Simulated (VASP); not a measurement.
A convergence study with VASP on Au (fcc): one setting is varied, all else stays as given below, so the limit is that of these other settings.

```yaml
crystal:
  lattice:
    - [0.00000, 2.04000, 2.04000]
    - [2.04000, 0.00000, 2.04000]
    - [2.04000, 2.04000, 0.00000]
  atoms:
    - { symbol: Au, position: [0.00000, 0.00000, 0.00000] }
```

Level of theory: PBEsol GGA, VASP's PBE PAW potentials (set 64) (plane waves; VASP). The tightest run used: 550 eV cut-off, 25×25×25 Γ-centred mesh, tetrahedra with Blöchl corrections, potentials Au.

The settings run are 3×3×3 mesh; 4×4×4 mesh; 5×5×5 mesh; 6×6×6 mesh; 7×7×7 mesh; 8×8×8 mesh; 9×9×9 mesh; 10×10×10 mesh; 11×11×11 mesh; 12×12×12 mesh; 13×13×13 mesh; 14×14×14 mesh; 15×15×15 mesh; 16×16×16 mesh; 17×17×17 mesh; 18×18×18 mesh; 19×19×19 mesh; 20×20×20 mesh; 21×21×21 mesh; 22×22×22 mesh; 23×23×23 mesh; 24×24×24 mesh; 25×25×25 mesh. From which on does the stress (every component) stay within 0.1 GPa of the tightest run?

From 9×9×9 mesh on: it is off by 0.07 there and by no more than 0.1 in any finer run, while 8×8×8 mesh is off by 0.15.
```tsv
setting	E (eV/atom)	pressure (GPa)	irreducible k-points	difference judged (GPa)
3×3×3 mesh	-4.3609	-6.14	4	6.21
4×4×4 mesh	-3.7462	0.87	8	0.80
5×5×5 mesh	-3.9779	-0.11	10	0.18
6×6×6 mesh	-3.9029	-0.21	16	0.28
7×7×7 mesh	-3.9390	-0.24	20	0.31
8×8×8 mesh	-3.9263	-0.08	29	0.15
9×9×9 mesh	-3.9289	0.00	35	0.07
10×10×10 mesh	-3.9259	0.03	47	0.04
11×11×11 mesh	-3.9255	0.06	56	0.01
12×12×12 mesh	-3.9241	0.06	72	0.01
13×13×13 mesh	-3.9245	0.05	84	0.02
14×14×14 mesh	-3.9240	0.07	104	0.00
15×15×15 mesh	-3.9240	0.05	120	0.02
16×16×16 mesh	-3.9241	0.07	145	0.00
17×17×17 mesh	-3.9237	0.06	165	0.02
18×18×18 mesh	-3.9241	0.07	195	0.00
19×19×19 mesh	-3.9236	0.06	220	0.01
20×20×20 mesh	-3.9241	0.07	256	0.00
21×21×21 mesh	-3.9235	0.07	286	0.01
22×22×22 mesh	-3.9240	0.07	328	0.00
23×23×23 mesh	-3.9235	0.07	364	0.00
24×24×24 mesh	-3.9239	0.07	413	0.00
25×25×25 mesh	-3.9236	0.07	455	0.00
```

Left out are rungs that failed or repeat a setting and relaxations that didn't move; long series are thinned to 24 rows.

The compound is Au in the fcc structure. The cell was not relaxed at this level.
